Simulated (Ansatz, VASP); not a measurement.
# GaSn: VASP beside Ansatz, part 2 of 2

Aim: how closely do two programs agree when they are given the same cell, functional and k mesh? The cell is generated by rule, not measured, and may not be a known phase. The cell is taken from a series of runs on this material, whose earlier steps may have relaxed, scaled, displaced or heated it; both programs get it as it stands.

VASP 6.6.1 and Ansatz 0.2.0.

So far. Step 5 (VASP: single point, PBEsol, pair 2): The run ends at a pressure of 1.84 GPa.

## 6. Ansatz: single point, PBEsol, pair 2

Level of this step: Ansatz beside VASP: Kohn-Sham DFT, plane waves, PBEsol (Ansatz).

The same cell, functional, mesh and smearing now go to Ansatz, which takes its cutoff from its data sets.

The cell is taken from a series of runs on this material, whose earlier steps may have relaxed, scaled, displaced or heated it; both programs get it as it stands.

Contents of input.yaml:

```yaml
crystal:
  lattice:
    - [0.0, 2.8137530954, 2.8137530954]
    - [2.8137530954, 0.0, 2.8137530954]
    - [2.8137530954, 2.8137530954, 0.0]
  atoms:
    - { symbol: Sn, position: [0.5, 0.5, 0.5] }
    - { symbol: Ga, position: [0.0, 0.0, 0.0] }
kpoints:
  mp_grid: { grid: [12, 12, 12] }
hamiltonian:
  xc: pbesol
scf:
  occupations: { method: methfessel_paxton, width: 0.15 }
output:
  forces: true
  stress: true
  eigenvalues: true
```

Started as:

```console
$ ansatz run input.yaml --threads 4 --pin off --max-ram 8192MiB --backend cpu --events-out ev --progress --plain --runs-dir out
```

Numbers of over 12 decimals in the logs are rounded to 6 here.

What it wrote:

```text
[...]
Crystal: 2 atoms, lattice volume = 44.554 Å³
Basis set: ecut = 420 eV, 893 PW (Γ), exchange–correlation on 54×54×54 points (8 copies of the dense FFT grid, shifted against one another)
Bands: 18, of which v1, the nominal top of the filled ones, is band 14 counted from 1 (13 counted from 0)
Symmetry: 48 space group operations
[...]
k-points: 72 of 1728
[...]
--- Band table (eV; the first three rows and the last of 72) ---
  k-point 0: bands = [... 10 lower, -0.8582, 11.8101, 11.8101, 11.8101, 12.6707, 17.5015, 17.5015, 17.5015]
  k-point 1: bands = [... 10 lower, -0.7578, 10.5399, 11.8027, 11.8027, 13.5978, 17.1634, 17.2456, 17.2456]
  k-point 2: bands = [... 10 lower, -0.4565, 8.8279, 11.8021, 11.8021, 14.1760, 16.1906, 16.1906, 16.7765]
  k-point 71: bands = [... 10 lower, 3.9515, 4.8032, 6.7732, 6.7732, 14.3431, 14.6708, 17.8549, 17.8549]
[key lines of the parts left out:]
SCF converged after 6 iterations
Free energy (F): -9692.847410 eV
Fermi energy:    10.472381 eV
P = ⅓ Tr σ = 1.8710 GPa (18.710 kbar)
```

The run ends at a pressure of 1.87 GPa.

## 7. Side by side

Both answers:

```csv
quantity,Ansatz,VASP,difference
pressure (GPa),1.87,1.84,+0.03
```

## 8. VASP: single point, PBEsol, pair 3

A single point gives forces, pressure and levels at one fixed geometry, so differences don't come from the geometry; what else differs is listed under the comparison. The cell compared in this pair holds 46.62 Å³, against 44.55 Å³ for the pair before.

Contents of INCAR:

```
SYSTEM = GaSn
PREC = Accurate
ENCUT = 500
EDIFF = 1E-06
NELM = 120
ISMEAR = 1
SIGMA = 0.15
LREAL = .FALSE.
ALGO = Normal
GGA = PS
NBANDS = 19
LORBIT = 11
LWAVE = .FALSE.
LCHARG = .FALSE.
ISIF = 2
LASPH = .TRUE.
GGA_COMPAT = .FALSE.
```

Contents of POSCAR:

```
GaSn
1.0
    0.0000000000      2.8566087038      2.8566087038
    2.8566087038      0.0000000000      2.8566087038
    2.8566087038      2.8566087038      0.0000000000
Sn Ga
1 1
Direct
    0.5000000000      0.5000000000      0.5000000000
    0.0000000000      0.0000000000      1.0000000000
```

Contents of KPOINTS:

```
Automatic mesh
0
Gamma
12 12 12
0 0 0
```

PAW data sets: Sn_d and Ga_d (PBE family, release 64).

Started as:

```console
$ mpirun -np 1 vasp_std
```

What it wrote:

```text
[... set-up lines as in an earlier step ...]
 entering main loop
       N       E                     dE             d eps       ncg     rms          rms(c)
DAV:   1     0.161199946072E+03    0.16120E+03   -0.14072E+04  2896   0.234E+03
DAV:   2     0.750816718381E+01   -0.15369E+03   -0.15104E+03  2761   0.409E+02
DAV:   3    -0.716106338635E+01   -0.14669E+02   -0.14588E+02  3091   0.119E+02
DAV:   4    -0.752878032802E+01   -0.36772E+00   -0.36736E+00  3227   0.201E+01
[...]
DAV:   9    -0.748211679164E+01    0.12935E-04   -0.14547E-04  3501   0.163E-01    0.192E-02
DAV:  10    -0.748211783994E+01   -0.10483E-05   -0.10390E-05  3382   0.366E-02    0.252E-03
DAV:  11    -0.748211709050E+01    0.74944E-06   -0.20002E-06  2046   0.231E-02
   1 F= -.74821171E+01 E0= -.74822693E+01  d E =0.456664E-03
```

OUTCAR, selected parts (step 8):

```text
  Total       -0.2349310     -0.2349310     -0.2349310      0.0000000     -0.0000000      0.0000000
  in kB       -8.0736257     -8.0736257     -8.0736257      0.0000000     -0.0000000      0.0000000
  external PRESSURE =      -8.0736257 kB  Pullay stress =       0.0000000 kB

 POSITION                                       TOTAL-FORCE (eV/Angst)
 -----------------------------------------------------------------------------------
      2.85661      2.85661      2.85661        -0.000000      0.000000      0.000000
      0.00000      0.00000      0.00000         0.000000     -0.000000     -0.000000
 -----------------------------------------------------------------------------------
    total drift:                                0.000000      0.000000      0.000000

  FREE ENERGIE OF THE ION-ELECTRON SYSTEM (eV)
  ---------------------------------------------------
  free  energy   TOTEN  =        -7.4821170905 eV

  energy  without entropy=       -7.4825737546  energy(sigma->0) =       -7.48226931

[... 1 part as in an earlier step ...]

[... 2 further parts left out ...]
[key lines of the parts left out:]
E-fermi :   6.5240
```

The run ends at a pressure of -0.81 GPa.

## 9. Ansatz: single point, PBEsol, pair 3

The same cell, functional, mesh and smearing now go to Ansatz, which takes its cutoff from its data sets.

The cell is taken from a series of runs on this material, whose earlier steps may have relaxed, scaled, displaced or heated it; both programs get it as it stands.

input.yaml, the sections that differ from step 6:

```yaml
crystal:
  lattice:
    - [0.0, 2.8566087038, 2.8566087038]
    - [2.8566087038, 0.0, 2.8566087038]
    - [2.8566087038, 2.8566087038, 0.0]
  atoms:
    - { symbol: Sn, position: [0.5, 0.5, 0.5] }
    - { symbol: Ga, position: [0.0, 0.0, 0.0] }
# kpoints, hamiltonian, scf, output: as in step 6
```

Started as:

```console
$ ansatz run input.yaml --threads 4 --pin off --max-ram 8192MiB --backend cpu --events-out ev --progress --plain --runs-dir out
```

What it wrote:

```text
[...]
Crystal: 2 atoms, lattice volume = 46.621 Å³
Basis set: ecut = 420 eV, 941 PW (Γ), exchange–correlation on 60×60×60 points (8 copies of the dense FFT grid, shifted against one another)
Bands: 18, of which v1, the nominal top of the filled ones, is band 14 counted from 1 (13 counted from 0)
Symmetry: 48 space group operations
[...]
k-points: 72 of 1728
[...]
--- Band table (eV; the first three rows and the last of 72) ---
  k-point 0: bands = [... 10 lower, -1.1735, 11.1181, 11.1181, 11.1181, 11.5435, 16.7629, 16.7629, 16.7629]
  k-point 1: bands = [... 10 lower, -1.0769, 9.7665, 11.1122, 11.1122, 12.5785, 16.3933, 16.3933, 16.4579]
  k-point 2: bands = [... 10 lower, -0.7869, 8.1237, 11.1142, 11.1142, 13.2016, 15.3775, 15.3775, 15.9135]
  k-point 71: bands = [... 10 lower, 3.3547, 4.2512, 6.3216, 6.3216, 13.4811, 13.8478, 17.1176, 17.1176]
[key lines of the parts left out:]
SCF converged after 7 iterations
Free energy (F): -9692.853516 eV
Fermi energy:    9.820735 eV
P = ⅓ Tr σ = -0.7794 GPa (-7.794 kbar)
```

The run ends at a pressure of -0.78 GPa.

## 10. Side by side

Both answers:

```csv
quantity,Ansatz,VASP,difference
pressure (GPa),-0.78,-0.81,+0.03
```

## 11. Results

| Item | Value |
| --- | --- |
| difference in pressure (single point, PBEsol, pair 1) | 0.028 GPa |
| difference in pressure (single point, PBEsol, pair 2) | 0.030 GPa |
| difference in pressure (single point, PBEsol, pair 3) | 0.028 GPa |

The difference in pressure is 0.030 GPa (single point, PBEsol, pair 2), within the 1 GPa picked in this series as the mark of a large difference. 2 further runs of this series are not shown here. Such differences can come from data sets, numerical settings and the points named under the comparisons, not from the functional's error against experiment.

[Lines on the potential files, build, host, timing and source positions are cut from VASP's logs without a mark.]

[Logs are printed without paths, hosts, clocks, repeated set-up lines and the standing remarks that a program may print on its own settings, such as how far it seeks lower states.]

[Hosts, paths, dates, database ids (printed as entryN), source tags and the programs' standing remarks are cut or masked in the printed files.]
